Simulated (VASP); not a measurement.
**Rb$_{2}$H$_{4}$Pt (space group P4_2/mnm): computed properties**

Method: r2SCAN meta-GGA, VASP's PBE PAW potentials (set 64) (plane waves; VASP).

```
Property                                                                                                              Value
---------------------------------------------  ----------------------------------------------------------------------------
space group                                                                                                  P4_2/mnm (136)
cell                                           a = 5.8460 Å, b = 5.8460 Å, c = 8.3711 Å, α = 90.00°, β = 90.00°, γ = 90.00°
volume per atom                                                                                              20.44 Å^3/atom
band gap (over mesh and band path)                                                                                  3.62 eV
smallest direct gap (over mesh and band path)                                                                       3.63 eV
band-edge character                                                                    indirect, M-Γ at 0.80 to M-Γ at 0.40
density                                                                                                          4.30 g/cm³
```

Space group P4₂/mnm (No. 136); a = b = 5.8460 Å, c = 8.3711 Å, α = β = γ = 90.00°

```csv
atom,site,symmetry,x,y,z
Rb,4d,-4..,0.0000,0.5000,0.2500
H,4e,2.mm,0.0000,0.0000,0.1972
H,4f,m.2m,0.1998,0.1998,0.0000
Pt,2a,m.mm,0.0000,0.0000,0.0000
```

The path is coarsely sampled, so an indirect gap can come out somewhat too large. Unless said otherwise, spin-orbit coupling is left out, though it shifts the bands of the heavy elements here.

The structure comes from a computed database's Rb2H4Pt entry (P4_2/mnm); how it stands against other phases isn't given here. It was relaxed first. Symmetry was kept, so distortions that lower it aren't found.
